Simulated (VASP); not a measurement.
**TiC (Fm-3m) under a change of volume**

How do stress and energy of TiC follow a change of volume?

Method: PBEsol; plane waves and PAW (Ti_sv, C), in the first sound run; inputs show where later runs differ, in VASP 6.6.1.

**1. The structure**

Symmetry: Fm-3m, No. 225, cubic system. The conventional cell has a = 4.330 Å, b = 4.330 Å, c = 4.330 Å, α = 90.00°, β = 90.00°, γ = 90.00°. Nearest to Ti lie 6 C at 2.17 Å. Nearest to C lie 6 Ti at 2.17 Å. Farther neighbours are not listed.

Coordinates:

```xyz
2
Lattice="0.0000 2.1650 2.1650 2.1650 0.0000 2.1650 2.1650 2.1650 0.0000" Properties=species:S:1:pos:R:3 pbc="T T T"
Ti    0.0000    0.0000    0.0000
C     2.1650    2.1650    2.1650
```

**2. Relax the crystal, PBEsol**

The series starts from the cell that this level prefers, so that zero strain is near zero stress.

This step took 2 runs in a row; the last is shown.

Level: PBEsol; plane waves and PAW (Ti_sv, C).

INCAR

```
SYSTEM = TiC
PREC = Accurate
ENCUT = 600
EDIFF = 1E-07
NELM = 120
ISMEAR = 1
SIGMA = 0.15
LREAL = .FALSE.
ALGO = Normal
GGA = PS
NBANDS = 14
LASPH = .TRUE.
LORBIT = 11
LWAVE = .FALSE.
LCHARG = .FALSE.
KPAR = 8
IBRION = 2
NSW = 40
ISIF = 3
EDIFFG = -0.005
POTIM = 0.4
```

POSCAR

```
TiC
1.0
    0.0000000000      2.1470886977      2.1470886977
    2.1470886977      0.0000000000      2.1470886977
    2.1470886977      2.1470886977      0.0000000000
Ti C
1 1
Direct
    0.0000000000      0.0000000000      0.0000000000
    0.5000000000      0.5000000000      0.5000000000
```

KPOINTS

```
Automatic mesh
0
Gamma
20 20 20
0 0 0
```

Potentials, in the order of the species: Ti_sv and C (PBE family, release 64).

On the command line:

```sh
> mpirun -np 8 vasp_std
```

Output:

```text
[banner, memory and clock lines left out]
running    8 mpi-ranks, on    1 nodes
[...]
|                                                                             |
|           W    W    AA    RRRRR   N    N  II  N    N   GGGG   !!!           |
|           W    W   A  A   R    R  NN   N  II  NN   N  G    G  !!!           |
|           W    W  A    A  R    R  N N  N  II  N N  N  G       !!!           |
|           W WW W  AAAAAA  RRRRR   N  N N  II  N  N N  G  GGG   !            |
|           WW  WW  A    A  R   R   N   NN  II  N   NN  G    G                |
|           W    W  A    A  R    R  N    N  II  N    N   GGGG   !!!           |
|                                                                             |
|     For optimal performance we recommend to set                             |
|       NCORE = 2 up to number-of-cores-per-socket                            |
|     NCORE specifies how many cores store one orbital (NPAR=cpu/NCORE).      |
|     This setting can greatly improve the performance of VASP for DFT.       |
[...]
|     You enforced a specific xc type in the INCAR file but a different       |
|     [... a line on the potential file left out ...]
|     I HOPE YOU KNOW WHAT YOU ARE DOING!                                     |
|                                                                             |

 LDA part: xc-table for (Slater+PW92), standard interpolation
 POSCAR, INCAR and KPOINTS ok, starting setup
[...]
entering main loop
       N       E                     dE             d eps       ncg     rms          rms(c)
DAV:   1     0.128758397856E+03    0.12876E+03   -0.89206E+03  7168   0.152E+03
DAV:   2    -0.161525327652E+02   -0.14491E+03   -0.13664E+03  7618   0.373E+02
DAV:   3    -0.247793462358E+02   -0.86268E+01   -0.83980E+01  9460   0.877E+01
DAV:   4    -0.251529872345E+02   -0.37364E+00   -0.37326E+00  8992   0.165E+01
[...]
DAV:  14    -0.198028185803E+02    0.54550E-06   -0.46293E-07  8934   0.840E-03    0.229E-03
DAV:  15    -0.198028184677E+02    0.11256E-06   -0.81612E-08  6444   0.475E-03    0.114E-03
DAV:  16    -0.198028184564E+02    0.11355E-07   -0.65489E-08  4194   0.303E-03
   1 F= -.19802818E+02 E0= -.19802883E+02  d E =-.198028E+02
[...]
reached required accuracy - stopping structural energy minimisation
```

Elapsed: 5.4 s, on 8 MPI ranks of Intel Xeon 6975P-C (Granite Rapids), shared host; peak memory 1.6 GiB.

The logs omit lines about the potential files and the build; timing stands in the text.

Parts of OUTCAR (step 2):

```text
  Total       -0.0007929     -0.0007929     -0.0007929     -0.0000000     -0.0000000     -0.0000000
  in kB       -0.0641755     -0.0641755     -0.0641755     -0.0000000     -0.0000000     -0.0000000
  external PRESSURE =      -0.0641755 kB  Pullay stress =       0.0000000 kB

 POSITION                                       TOTAL-FORCE (eV/Angst)
 -----------------------------------------------------------------------------------
      0.00000      0.00000      0.00000         0.000000      0.000000     -0.000000
      2.14709      2.14709      2.14709        -0.000000     -0.000000      0.000000
 -----------------------------------------------------------------------------------
    total drift:                                0.000000     -0.000000     -0.000000

  FREE ENERGIE OF THE ION-ELECTRON SYSTEM (eV)
  ---------------------------------------------------
  free  energy   TOTEN  =       -19.8028184564 eV

  energy  without entropy=      -19.8030115352  energy(sigma->0) =      -19.80288282

 reached required accuracy - stopping structural energy minimisation

[... 3 further parts left out ...]
[key lines of the parts left out:]
E-fermi :   9.6147
```

This run gave:

```
energy(sigma→0) of the program : -19.8029 eV
stress, compression positive   : xx, yy, zz -0.01, -0.01, -0.01 GPa
volume                         : 19.796 Å³
ionic steps                    : 1
```

**3. Relax at fixed volume, PBEsol**

One member in full: the volume is scaled by 1.02, and the cell is held.

Level: PBEsol; plane waves and PAW (Ti_sv, C).

Edit INCAR of step 2 so:

```diff
@@ -15,7 +15,8 @@
 LCHARG = .FALSE.
-KPAR = 8
+KPAR = 2
 IBRION = 2
 NSW = 40
-ISIF = 3
-EDIFFG = -0.005
+ISIF = 2
+EDIFFG = -0.004
 POTIM = 0.4
+MAXMIX = 40
```

POSCAR

```
TiC
1.0
    0.0000000000      2.1613082425      2.1613082425
    2.1613082425      0.0000000000      2.1613082425
    2.1613082425      2.1613082425      0.0000000000
Ti C
1 1
Direct
    0.0000000000      0.0000000000      0.0000000000
    0.5000000000      0.5000000000      0.5000000000
```

KPOINTS is that of step 2.

On the command line:

```sh
> mpirun -np 2 vasp_std
```

Output:

```text
[banner, memory and clock lines left out]
running    2 mpi-ranks, on    1 nodes
[...]
[... a notice as in an earlier step ...]

 LDA part: xc-table for (Slater+PW92), standard interpolation
 POSCAR, INCAR and KPOINTS ok, starting setup
[...]
entering main loop
       N       E                     dE             d eps       ncg     rms          rms(c)
DAV:   1     0.126840597295E+03    0.12684E+03   -0.89495E+03  7168   0.152E+03
DAV:   2    -0.161320520545E+02   -0.14297E+03   -0.13482E+03  7588   0.373E+02
DAV:   3    -0.248360045010E+02   -0.87040E+01   -0.84880E+01  9538   0.877E+01
DAV:   4    -0.252008371402E+02   -0.36483E+00   -0.36452E+00  8962   0.163E+01
[...]
DAV:  14    -0.197969172015E+02    0.10095E-05   -0.17610E-06  8942   0.201E-02    0.339E-03
DAV:  15    -0.197969170504E+02    0.15103E-06   -0.25199E-07  8218   0.805E-03    0.186E-03
DAV:  16    -0.197969169886E+02    0.61807E-07   -0.76295E-08  4454   0.266E-03
   1 F= -.19796917E+02 E0= -.19797001E+02  d E =-.197969E+02
[...]
reached required accuracy - stopping structural energy minimisation
```

Elapsed: 14 s, on 2 MPI ranks; peak memory 0.4 GiB.

From OUTCAR (step 3):

```text
  Total       -0.6396892     -0.6396892     -0.6396892     -0.0000000     -0.0000000     -0.0000000
  in kB      -50.7574113    -50.7574113    -50.7574113     -0.0000000     -0.0000000     -0.0000000
  external PRESSURE =     -50.7574113 kB  Pullay stress =       0.0000000 kB

 POSITION                                       TOTAL-FORCE (eV/Angst)
 -----------------------------------------------------------------------------------
      0.00000      0.00000      0.00000         0.000000     -0.000000     -0.000000
      2.16131      2.16131      2.16131         0.000000      0.000000      0.000000
 -----------------------------------------------------------------------------------
    total drift:                                0.000000     -0.000000     -0.000000

  FREE ENERGIE OF THE ION-ELECTRON SYSTEM (eV)
  ---------------------------------------------------
  free  energy   TOTEN  =       -19.7969169886 eV

  energy  without entropy=      -19.7971676920  energy(sigma->0) =      -19.79700056

[... 2 parts as in an earlier step ...]

[... 2 further parts left out ...]
[key lines of the parts left out:]
E-fermi :   9.3774
```

This run gave:

- energy(sigma→0) of the program: -19.7970 eV
- stress, compression positive: xx, yy, zz -5.08, -5.08, -5.08 GPa
- ionic steps: 1

**4. All members**

The other members went through these steps as far as the tables show, with the same cutoff and, step by step, the same mesh; 9 runs are not shown. The session took 0.12 core hours (wall time by ranks) on a shared machine.

```
volume over the relaxed volume  volume (Å³/atom)  pressure (GPa)  energy above the unstrained row, extrapolated to no smearing (meV/atom)
                         0.940             9.304          18.612                                                                   33.507
                         0.960             9.502          11.780                                                                   14.557
                         0.980             9.700           5.584                                                                    3.643
                         0.990             9.799           2.724                                                                    0.960
                             1             9.898          -0.006                                                                    0.000
                         1.010             9.997               ?                                                                        ?
                         1.020            10.096          -5.076                                                                    2.941
                         1.040            10.294          -9.664                                                                   11.839
                         1.060            10.492         -13.797                                                                   26.131
```

**5. Stress from the known rows**

Fitting a cubic to the 8 known rows (u: logarithm of the volume ratio) gives pressure = − 431.7 u³ + 533.7 u² − 266.3 u − 0.01005 in GPa; the residuals are 0.0036 GPa r.m.s.

For the withheld row, u = 0.009950, the fit gives -2.607 GPa.

**6. Prediction against calculation**

The calculation gives -2.602 GPa, so the prediction is 0.005 GPa too low, within twice the residual of the fit.

A cubic of the pressure in ln(V/V₀) through all rows has the slope −B at V₀: B = 266 GPa, and its curvature gives B′ = 4.0.

**7. Results**

| Quantity | Value |
| --- | --- |
| error of the predicted pressure | -0.005 GPa |
| bulk modulus | 266 GPa |

**Reading.** The slope of the energy gives 0.20 GPa at the relaxed volume where the pressure column has -0.01 GPa, a mark of the finite basis or of the smearing. These are static values: temperature and zero-point motion are left out. In a metal the slopes also depend on mesh and smearing, which were held through the series.

[Lines on the potential files, build, host, timing and source positions are cut from VASP's logs without a mark.]

[Logs are printed without paths, hosts, clocks, repeated set-up lines and the standing remarks that a program may print on its own settings, such as how far it seeks lower states.]

[Hosts, paths, dates, database ids (printed as entryN), source tags and the programs' standing remarks are cut or masked in the printed files.]

[In band tables of VASP the shares of atoms and orbitals are scaled to a sum of 1 inside the atoms' spheres.]
